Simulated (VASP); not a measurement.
This VASP 6.6.1 run on LiBe needs a look.

INCAR

```
PREC     = Accurate       # precision mode
ENCUT    = 520            # plane-wave cutoff, eV
EDIFF    = 1E-6           # SCF threshold, eV
ISMEAR   = 1              # smearing method
SIGMA    = 0.1            # smearing width, eV
LREAL    = False          # projectors in reciprocal space
LASPH    = True           # aspherical terms in the spheres
NELM     = 100            # most SCF steps
ALGO     = None           # electronic algorithm
ISIF     = 2              # what is computed and relaxed
LWAVE    = False          # write WAVECAR
LCHARG   = True           # write CHGCAR
GGA      = PE             # functional
LHFCALC  = True           # exact exchange
HFSCREEN = 0.3            # screening, 1/A
PRECFOCK = Fast         
IVDW     = 2              # dispersion correction
LORBIT   = 11             # projections on sites
LELF     = True           # ELF
LVHAR    = True
```

File KPOINTS:

```
Automatic mesh
0
Gamma
  4 4 4
```

The input POSCAR:

```
LiBe
1.0
   -2.8111530000      0.0000000000     -2.8111530000
    0.0000000000     -2.8111530000     -2.8111530000
   -2.8111530000     -2.8111530000      0.0000000000
Li Be
2 2
Direct
    0.4893451600      0.5241696000      0.4899630700
    0.0038243500      0.0036445700      0.0063338600
    0.2540265700      0.2372696100      0.2583183600
    0.7528039200      0.7349162200      0.7453847100
```

Potentials or basis: VASP PAW PBE potentials, release 64 (Li_sv, Be).

Launch:

```console
$ cat potpaw_PBE.64/Li_sv/POTCAR potpaw_PBE.64/Be/POTCAR > POTCAR
$ mpirun -np 1 vasp_std > vasp.out
```

OUTCAR:

```text
PREC = Accurate
   ENCUT = 520
   EDIFF = 1E-6
   ISMEAR = 1
   LREAL = False
   LASPH = True
   NELM = 100
   ISIF = 2
   GGA = PE
   LHFCALC = True
   HFSCREEN = 0.3
   PRECFOCK = Fast
   IVDW = 2
   LORBIT = 11
  IVDW =   2

 ion  position               nearest neighbor table
   1  0.489  0.524  0.490-   3 2.31   4 2.37   4 2.39   4 2.42   3 2.45   3 2.48
   2  0.004  0.004  0.006-   4 2.38   3 2.39   4 2.40   3 2.43   4 2.43   3 2.43   3 2.49
   3  0.254  0.237  0.258-   1 2.31   2 2.39   2 2.43   2 2.43   1 2.45   1 2.48   2 2.49
[... 521 lines left out ...]

 VOLUME and BASIS-vectors are now :
 -----------------------------------------------------------------------------
  energy-cutoff  :      520.00
  volume of cell :       44.43
      direct lattice vectors                 reciprocal lattice vectors
    -2.811153000  0.000000000 -2.811153000    -0.177862962  0.177862962 -0.177862962
     0.000000000 -2.811153000 -2.811153000     0.177862962 -0.177862962 -0.177862962
    -2.811153000 -2.811153000  0.000000000    -0.177862962 -0.177862962  0.177862962

 POSITION                                       TOTAL-FORCE (eV/Angst)
 -----------------------------------------------------------------------------------
     -2.75299     -2.85088     -2.84915         2.768771      5.504541      3.348405
     -0.02856     -0.02805     -0.02100        -6.924805     -9.482255     -6.846581
     -1.44028     -1.39317     -1.38111         2.586082      2.505129      3.375443
     -4.21164     -4.16135     -4.18221         1.569952      1.472584      0.122733
 -----------------------------------------------------------------------------------
    total drift:                               -6.484294    -10.515130    -10.088378

  FREE ENERGIE OF THE ION-ELECTRON SYSTEM (eV)
  ---------------------------------------------------
  free  energy   TOTEN  =       418.7221087555 eV

  energy  without entropy=      418.7230571013  energy(sigma->0) =      418.72242487

 total charge

# of ion       s       p       d       tot
------------------------------------------
    1        0.449   0.515   0.000   0.965
    2        0.683   0.907   0.000   1.590
    3        0.329   0.648   0.000   0.977
    4        0.335   0.674   0.000   1.009
--------------------------------------------------
tot          1.796   2.745   0.000   4.541
```

On the terminal:

```text
[... 79 lines left out ...]
 soft         electrons   9.54056350278390
 total        electrons   9.99860385148125
 translations:           2           2           2
```

Question: What happened, and what is wrong with the input?

Answer: No converged result was reached. The input holds a flaw that was put in on purpose: no self-consistency without orbitals (ALGO = None).
